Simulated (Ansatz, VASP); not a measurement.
## One calculation of Mn2FeSe3, two programs

Contents of INCAR:

```
ALGO = Normal
EDIFF = 1E-7
ENCUT = 520
GGA = PE
ISIF = 2
ISMEAR = -1
ISPIN = 2
LASPH = True
LCHARG = False
LMAXMIX = 4
LORBIT = 11
LREAL = False
LWAVE = False
MAGMOM = 0 0 0 3 4 4
NBANDS = 39
NELM = 100
PREC = Accurate
SIGMA = 0.05
```

File KPOINTS:

```
k-points
0
Gamma
  9 9 3
```

File POSCAR:

```
Mn2FeSe3
1.0
    3.5257490756      0.0000000000      0.0000000000
   -1.7628745378      3.0533882668      0.0000000000
    0.0000000000      0.0000000000      8.5645230000
Se Fe Mn
3 1 2
Direct
    0.0000000000      0.0000000000      0.5000000000
    0.6666666667      0.3333333333      0.8394020000
    0.3333333333      0.6666666667      0.1605980000
    0.0000000000      0.0000000000      0.0000000000
    0.6666666667      0.3333333333      0.3332160000
    0.3333333333      0.6666666667      0.6667840000
```

File input.yaml:

```yaml
crystal:
  lattice:
    - [3.5257490756, 0.0, 0.0]
    - [-1.7628745378, 3.0533882668, 0.0]
    - [0.0, 0.0, 8.564523]
  atoms:
    - { symbol: Se, position: [0.0, 0.0, 0.5] }
    - { symbol: Se, position: [0.6666666667, 0.3333333333, 0.839402] }
    - { symbol: Se, position: [0.3333333333, 0.6666666667, 0.160598] }
    - { symbol: Fe, position: [0.0, 0.0, 0.0], spin: 3.0 }
    - { symbol: Mn, position: [0.6666666667, 0.3333333333, 0.333216], spin: 4.0 }
    - { symbol: Mn, position: [0.3333333333, 0.6666666667, 0.666784], spin: 4.0 }
hamiltonian:
  xc: pbe
  pseudopotentials: { kind: paw }
magnetization:
  spin_polarized: true
kpoints:
  mp_grid: { grid: [9, 9, 3] }
scf:
  occupations: { method: fermi_dirac, width: 0.05 }
output:
  forces: true
  stress: true
  eigenvalues: true
```

The cell comes from a database or a generator and needn't be the stable form of this composition.

Alike in both runs: task single point; functional PBE; k mesh 9 × 9 × 3; occupations fermi-dirac, width 0.05 eV; collinear spin, ferromagnetic start.

|  | VASP | Ansatz |
| --- | --- | --- |
| version | VASP 6.6.1 | Ansatz 0.2.0 |
| potentials or method | VASP PAW PBE potentials, release 64 (Se, Fe, Mn_pv) | Ansatz PAW |
| plane-wave cutoff (eV) | 520 | 420 |
| valence electrons in the cell | 52 | 94 |

Ansatz gave:

* gap on the k mesh at the Fermi level (eV): none
* pressure (GPa): 17.5
* largest component of the traceless stress (GPa): 2.49
* rms of the force components (eV/Å): 0.145
* net moment per atom (μB): 0.76
* size of the moment on the site where the two differ most (μB): 2.74

Q: What did VASP give for the same quantities?

A: gap on the k mesh at the Fermi level (eV): none; pressure (GPa): 16.1; largest component of the traceless stress (GPa): 0.20; rms of the force components (eV/Å): 0.090; net moment per atom (μB): 1.71; size of the moment on the site where the two differ most (μB): 2.46.

The net moments differ so much that the two runs ended in different magnetic states, which moves the other rows too. Site moments also hang on the region over which each program counts them. Atom by atom the forces differ by 0.188 eV/Å (rms over components). A gap of «none» marks a metal or a gap that the smearing closes. The two sets of potentials don't hold the same shells in valence.

Caveats: so large a pressure means that the cell lies far from this level's equilibrium, or that cutoff or potentials fall short; semilocal functionals often make such compounds metallic where correlation or magnetic order opens a gap, which also shifts bond lengths; only a ferromagnetic start was run, and an antiferromagnetic order may lie lower in energy; the starting moments weren't kept (Ansatz). With open d or f shells a metallic result of PBE can be an artefact of self-interaction; +U or a hybrid may open a gap.
